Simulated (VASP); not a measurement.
Te2Mo (space group P6_3/mmc): the measured cell of entry 9009147 of the Crystallography Open Database is

```xyz
6
Lattice="3.5182 0.0000 0.0000 -1.7591 3.0469 0.0000 0.0000 0.0000 13.9736" Properties=species:S:1:pos:R:3 pbc="T T T"
Mo     0.0000     2.0312     3.4934
Mo     1.7591     1.0156    10.4802
Te     0.0000     2.0312     8.6776
Te     1.7591     1.0156     1.6908
Te     0.0000     2.0312    12.2828
Te     1.7591     1.0156     5.2960
```

The numbers are results of PBE GGA with D3 dispersion (Becke-Johnson damping), VASP's PBE PAW potentials (set 64) (plane waves; VASP), not measurements. Numerical set-up: 400 eV cut-off, 8×8×2 Γ-centred mesh, tetrahedra with Blöchl corrections, potentials Mo_sv Te.

The calculation is for a static lattice at zero pressure; the measurement, whose temperature isn't given here, holds thermal and zero-point expansion. The entry's conditions were not checked, so it may have been measured under pressure.

### Question
How far does the relaxed conventional cell lie from the measured one?

### Answer

```
             measured  computed  difference
-----------  --------  --------  ----------
a (Å)           3.518     3.493      -0.7 %
c (Å)          13.974    13.670      -2.2 %
V (Å³/atom)     24.96     24.07      -3.6 %
```

The structure comes from a measured Te2Mo entry (P6_3/mmc) of the Crystallography Open Database, whose conditions weren't checked. It was relaxed first. Symmetry was kept, so distortions that lower it aren't found.
